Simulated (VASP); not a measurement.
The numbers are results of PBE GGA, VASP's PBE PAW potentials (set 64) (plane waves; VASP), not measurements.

VASP input:

INCAR:
```
! general
SYSTEM  = Ba
PREC    = Accurate
ENCUT   = 500
LREAL   = F   ! projection in real space or not
LASPH   = T

! electronic loop
EDIFF   = 1E-6   ! SCF stop (eV)
NELM    = 100
ALGO    = Normal
LMAXMIX = 4

! smearing
ISMEAR  = 1   ! Methfessel-Paxton
SIGMA   = 0.1   ! width (eV)

! functional
GGA     = PE   ! PBE

! ions
IBRION  = 2   ! conjugate gradients
NSW     = 40
ISIF    = 3   ! ions, shape and volume
EDIFFG  = -0.02   ! ionic stop

! output
LWAVE   = F
LCHARG  = F
```

**KPOINTS**
```
Automatic mesh
0
Gamma
10 10 10
0 0 0
```

File POSCAR:
```
Ba
1
   -2.5131673411     2.5131673411     2.5131673411
    2.5131673411    -2.5131673411     2.5131673411
    2.5131673411     2.5131673411    -2.5131673411
Ba
1
Direct
  0.0000000000   0.0000000000   1.0000000000
```

POTCAR, in this order: Ba_sv (PBE.64 set). Program: vasp_std.

Output

OSZICAR:
```
       N       E                     dE             d eps       ncg     rms          rms(c)
DAV:   1     0.549979612404E+02    0.54998E+02   -0.41532E+03   846   0.875E+02
DAV:   2     0.369820892724E+00   -0.54628E+02   -0.53888E+02   999   0.149E+02
DAV:   3    -0.184097808038E+01   -0.22108E+01   -0.22030E+01  1086   0.345E+01
DAV:   4    -0.190550804746E+01   -0.64530E-01   -0.64460E-01  1379   0.500E+00
DAV:   5    -0.190613556151E+01   -0.62751E-03   -0.62747E-03  1143   0.311E-01    0.161E+00
DAV:   6    -0.190579055029E+01    0.34501E-03   -0.26262E-03  1141   0.621E-01    0.961E-01
DAV:   7    -0.190623744512E+01   -0.44689E-03   -0.64988E-03   943   0.104E+00    0.433E-02
DAV:   8    -0.190641632412E+01   -0.17888E-03   -0.33071E-04  1386   0.122E-01    0.259E-02
DAV:   9    -0.190642474362E+01   -0.84195E-05   -0.75053E-06  1098   0.286E-02    0.814E-03
DAV:  10    -0.190642659452E+01   -0.18509E-05   -0.48123E-06  1060   0.172E-02    0.186E-03
DAV:  11    -0.190642668106E+01   -0.86540E-07   -0.45984E-07   598   0.785E-03
   1 F= -.19064267E+01 E0= -.19062637E+01  d E =-.190643E+01
```

### OUTCAR
```
------------------------ aborting loop because EDIFF is reached ----------------------------------------
  FORCE on cell =-STRESS in cart. coord.  units (eV):
  Direction    XX          YY          ZZ          XY          YZ          ZX
  --------------------------------------------------------------------------------------
  Total        0.0114798      0.0114798      0.0114798      0.0000000      0.0000000      0.0000000
  in kB        0.2896807      0.2896807      0.2896807      0.0000000      0.0000000      0.0000000
  external PRESSURE =       0.2896807 kB  Pullay stress =       0.0000000 kB
  volume of cell :       63.49
      direct lattice vectors                 reciprocal lattice vectors
    -2.513167341  2.513167341  2.513167341     0.000000000  0.198952132  0.198952132
     2.513167341 -2.513167341  2.513167341     0.198952132  0.000000000  0.198952132
     2.513167341  2.513167341 -2.513167341     0.198952132  0.198952132  0.000000000
 POSITION                                       TOTAL-FORCE (eV/Angst)
 -----------------------------------------------------------------------------------
      0.00000      0.00000      0.00000         0.000000     -0.000000      0.000000
 -----------------------------------------------------------------------------------
    total drift:                                0.000000      0.000000     -0.000000
  FREE ENERGIE OF THE ION-ELECTRON SYSTEM (eV)
  ---------------------------------------------------
  free  energy   TOTEN  =        -1.9064266811 eV

  energy  without entropy=       -1.9059377049  energy(sigma->0) =       -1.90626369

 reached required accuracy - stopping structural energy minimisation
```
(Selected blocks of OUTCAR.)

The compound is Ba in the bcc structure. It was relaxed first.
